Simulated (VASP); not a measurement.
Set up this calculation in VASP 6.6.1, as the native input.

| Item | Value |
| --- | --- |
| Task | single point |
| Functional | PBE |
| Potentials or basis | VASP PAW PBE potentials, release 64 (Mg, Cd, S) |
| Cutoff | 520 eV |
| k mesh | 3 × 3 × 3 |
| Occupations | gaussian, width 0.05 eV |
| Spin | no spin polarisation |
| Further INCAR settings | PREC = Normal; LREAL = Auto; ALGO = Fast; EDIFF = 1e-05 |

The structure of Mg2CdS3 lies in POSCAR:

```
Mg2CdS3
1.0
    6.1404000000     -3.5447800000      0.0000000000
    6.1404000000      3.5447800000      0.0000000000
    0.0000000000      0.0000000000      6.6219800000
Mg Cd S
4 2 6
Direct
    0.4974250000      0.1663440000      0.9985650000
    0.5025750000      0.8336560000      0.4985650000
    0.1663440000      0.4974250000      0.4985650000
    0.8336560000      0.5025750000      0.9985650000
    0.1702330000      0.8297670000      0.9979610000
    0.8297670000      0.1702330000      0.4979610000
    0.1769970000      0.8230030000      0.3870930000
    0.4887590000      0.1668180000      0.3714450000
    0.5112410000      0.8331820000      0.8714450000
    0.8230030000      0.1769970000      0.8870930000
    0.1668180000      0.4887590000      0.8714450000
    0.8331820000      0.5112410000      0.3714450000
```

The cell was built by a generator and needn't be a form met in nature.

The input as run:

INCAR

```
PREC = Normal ; ENCUT = 520
EDIFF = 1E-5 ; ISMEAR = 0
SIGMA = 0.05 ; LREAL = Auto
LASPH = T ; NELM = 80
ALGO = Fast ; ISIF = 2
LWAVE = F ; LCHARG = F
GGA = PE
```

KPOINTS

```
regular mesh
0
Gamma
  3 3 3
```

Potentials or basis: VASP PAW PBE potentials, release 64 (Mg, Cd, S).

Run with:

```sh
$ cat potpaw_PBE.64/Mg/POTCAR potpaw_PBE.64/Cd/POTCAR potpaw_PBE.64/S/POTCAR > POTCAR
$ mpirun -np 1 vasp_std > vasp.out
```

Results of the run:

```
Pressure               : 0.0 GPa
Largest force          : 0.007 eV/Å
Band gap on the k mesh : 2.56 eV, direct
```

It took 61 s on 1 thread of Intel(R) Xeon(R) Platinum 8488C (Sapphire Rapids), on a shared host, peak memory 0.27 GiB.
